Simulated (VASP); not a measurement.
Output of a VASP run:

**OUTCAR**
```
 ion  position               nearest neighbor table
   1  0.000  0.000  0.000-   2 2.40   3 2.40   3 2.40   2 2.40   3 2.40   2 2.40
   2  0.333  0.667  0.230-   1 2.40   1 2.40   1 2.40
   3  0.667  0.333  0.770-   1 2.40   1 2.40   1 2.40
  LATTYP: Found a hexagonal cell.
 ALAT       =     3.6108004088
 C/A-ratio  =     1.4237286524
 Subroutine PRICEL returns:
 Original cell was already a primitive cell.
 Subroutine GETGRP returns: Found 12 space group operations
The static configuration has the point symmetry D_3d.
The dynamic configuration has the point symmetry D_3d.
 Subroutine INISYM returns: Found 12 space group operations
 Subroutine IBZKPT returns following result:
 Found     24 irreducible k-points:

 Following reciprocal coordinates:
            Coordinates               Weight
  0.000000  0.000000  0.000000      1.000000
  0.166667  0.000000  0.000000      6.000000
  0.333333  0.000000  0.000000      6.000000
  0.500000  0.000000  0.000000      3.000000
  0.166667  0.166667  0.000000      6.000000
  0.333333  0.166667  0.000000     12.000000
  0.333333  0.333333  0.000000      2.000000
  0.000000  0.000000  0.250000      2.000000
  0.166667  0.000000  0.250000      6.000000
  0.000000  0.166667  0.250000      6.000000
  0.333333  0.000000  0.250000      6.000000
  0.000000  0.333333  0.250000      6.000000
  0.500000  0.000000  0.250000      6.000000
  0.166667  0.166667  0.250000     12.000000
  0.333333  0.166667  0.250000     12.000000
 -0.166667  0.500000  0.250000     12.000000
  0.333333  0.333333  0.250000      4.000000
  0.000000  0.000000  0.500000      1.000000
  0.166667  0.000000  0.500000      6.000000
  0.333333  0.000000  0.500000      6.000000
  0.500000  0.000000  0.500000      3.000000
  0.166667  0.166667  0.500000      6.000000
  0.333333  0.166667  0.500000     12.000000
  0.333333  0.333333  0.500000      2.000000
   k-points           NKPTS =     24   k-points in BZ     NKDIM =     24   number of bands    NBANDS=     15
   number of dos      NEDOS =    301   number of ions     NIONS =      3
   total plane-waves  NPLWV =  17280
   dimension x,y,z NGX =    24 NGY =   24 NGZ =   30
   dimension x,y,z NGXF=    48 NGYF=   48 NGZF=   60
   ions per type =               1   2
   PREC   = accura    normal or accurate (medium, high low for compatibility)
   ISTART =      0    job   : 0-new  1-cont  2-samecut
   ICHARG =      2    charge: 1-file 2-atom 10-const
   ISPIN  =      1    spin polarized calculation?
   LNONCOLLINEAR =      F non collinear calculations
   LSORBIT =      F    spin-orbit coupling
   INIWAV =      1    electr: 0-lowe 1-rand  2-diag
   ENCUT  =  325.0 eV  23.89 Ry    4.89 a.u.   5.31  5.31  7.56*2*pi/ulx,y,z
   NELM   =    100;   NELMIN=  2; NELMDL= -5     # of ELM steps
   EDIFF  = 0.1E-05   stopping-criterion for ELM
   LREAL  =      F    real-space projection
   NLSPLINE    = F    spline interpolate recip. space projectors
   LMAXMIX     =    6 max onsite mixed and CHGCAR
   VOSKOWN=      0    Vosko Wilk Nusair interpolation
   EDIFFG = 0.1E-04   stopping-criterion for IOM
   NSW    =      0    number of steps for IOM
   NBLOCK =      1;   KBLOCK =      1    inner block; outer block
   IBRION =     -1    ionic relax: 0-MD 1-quasi-New 2-CG
   NFREE  =      0    steps in history (QN), initial steepest desc. (CG)
   ISIF   =      2    stress and relaxation
   ISYM   =      2    0-nonsym 1-usesym 2-fastsym
   TEIN   =    0.0    initial temperature
   TEBEG  =    0.0;   TEEND  =   0.0 temperature during run
   SMASS  =  -3.00    Nose mass-parameter (am)
   PSTRESS=    0.0 pullay stress
   NELECT =      22.0000    total number of electrons
   EFERMI =   0.00;   METHOD = LEGACY
   ISMEAR =     0;   SIGMA  =   0.05  broadening in eV -4-tet -1-fermi 0-gaus
   IALGO  =     38    algorithm
   LDIAG  =      T    sub-space diagonalisation (order eigenvalues)
   IMIX   =      4    mixing-type and parameters
     AMIX     =   0.40;   BMIX     =  1.00
...
```

### OSZICAR
```
       N       E                     dE             d eps       ncg     rms          rms(c)
DAV:   1     0.793354966414E+02    0.79335E+02   -0.80643E+03   776   0.871E+02
DAV:   2    -0.133646099343E+02   -0.92700E+02   -0.90953E+02   958   0.199E+02
DAV:   3    -0.167399079200E+02   -0.33753E+01   -0.33650E+01   916   0.414E+01
DAV:   4    -0.167777735216E+02   -0.37866E-01   -0.37861E-01   965   0.467E+00
DAV:   5    -0.167785710868E+02   -0.79757E-03   -0.79751E-03   944   0.633E-01    0.178E+01
DAV:   6    -0.156820634848E+02    0.10965E+01   -0.81818E+00   727   0.291E+01    0.120E+01
DAV:   7    -0.154288133390E+02    0.25325E+00   -0.14557E+00   727   0.129E+01    0.570E+00
DAV:   8    -0.154141265771E+02    0.14687E-01   -0.95532E-02   804   0.218E+00    0.133E+00
DAV:   9    -0.154087438070E+02    0.53828E-02   -0.15437E-02   860   0.138E+00    0.260E-01
DAV:  10    -0.154089829709E+02   -0.23916E-03   -0.20437E-03   867   0.320E-01    0.756E-02
DAV:  11    -0.154090352691E+02   -0.52298E-04   -0.68264E-05   921   0.742E-02    0.448E-02
DAV:  12    -0.154090402863E+02   -0.50172E-05   -0.12487E-05   874   0.322E-02    0.133E-02
DAV:  13    -0.154090415934E+02   -0.13071E-05   -0.23563E-06   891   0.110E-02    0.382E-03
DAV:  14    -0.154090418121E+02   -0.21872E-06   -0.35363E-07   591   0.499E-03
   1 F= -.15409042E+02 E0= -.15409042E+02  d E =-.615241E-12
```

### OUTCAR
```
------------------------ aborting loop because EDIFF is reached ----------------------------------------
  FORCE on cell =-STRESS in cart. coord.  units (eV):
  Direction    XX          YY          ZZ          XY          YZ          ZX
  --------------------------------------------------------------------------------------
  Total        0.0371812      0.0371812      0.8680381     -0.0000000      0.0000000      0.0000000
  in kB        1.0262792      1.0262796     23.9596857     -0.0000000      0.0000000      0.0000000
  external PRESSURE =       8.6707482 kB  Pullay stress =       0.0000000 kB
  volume of cell :       58.05
      direct lattice vectors                 reciprocal lattice vectors
     1.805400000 -3.127045000  0.000000000     0.276946937 -0.159895364  0.000000000
     1.805400000  3.127045000  0.000000000     0.276946937  0.159895364  0.000000000
     0.000000000  0.000000000  5.140800000     0.000000000  0.000000000  0.194522253
 POSITION                                       TOTAL-FORCE (eV/Angst)
 -----------------------------------------------------------------------------------
      0.00000      0.00000      0.00000        -0.000000     -0.000000      0.000000
      1.80540      1.04235      1.18238        -0.000000      0.000000      0.199968
      1.80540     -1.04235      3.95842         0.000000     -0.000000     -0.199968
 -----------------------------------------------------------------------------------
    total drift:                               -0.000000     -0.000000      0.000000
  FREE ENERGIE OF THE ION-ELECTRON SYSTEM (eV)
  ---------------------------------------------------
  free  energy   TOTEN  =       -15.4090418121 eV

  energy  without entropy=      -15.4090418121  energy(sigma->0) =      -15.40904181
```
(Selected blocks of OUTCAR.)

**POSCAR**
```
PtS2
1
    1.8054000000    -3.1270450000     0.0000000000
    1.8054000000     3.1270450000     0.0000000000
    0.0000000000     0.0000000000     5.1408000000
Pt S
1 2
Direct
  0.0000000000   0.0000000000   0.0000000000
  0.3333330000   0.6666670000   0.2300000000
  0.6666670000   0.3333330000   0.7700000000
```

### Question
Reconstruct the remaining input files.

### Answer
Several could match; the one computed here: the input of the run itself, PBE GGA, plane waves, VASP's PBE PAW potentials (set 64).

File KPOINTS:
```
Automatic mesh
0
Gamma
6 6 4
0 0 0
```

INCAR:
```
ALGO  =  Normal
EDIFF  =  1E-6
ENCUT  =  325
GGA  =  PE
ISIF  =  2
ISMEAR  =  0
LASPH  =  .TRUE.
LCHARG  =  .FALSE.
LMAXMIX  =  6
LREAL  =  .FALSE.
LWAVE  =  .FALSE.
NELM  =  100
PREC  =  Accurate
SIGMA  =  0.05
SYSTEM  =  PtS2
```

POTCAR, in this order: Pt S (PBE.64 set). Program: vasp_std.

At this cut-off the stress carries a Pulay error, which pulls relaxed volumes low.

The compound is PtS2 in the 1T layered structure. The cell was not relaxed at this level. The run is one of a series of settings (ENCUT = 325 against the base run), some of them coarse on purpose.
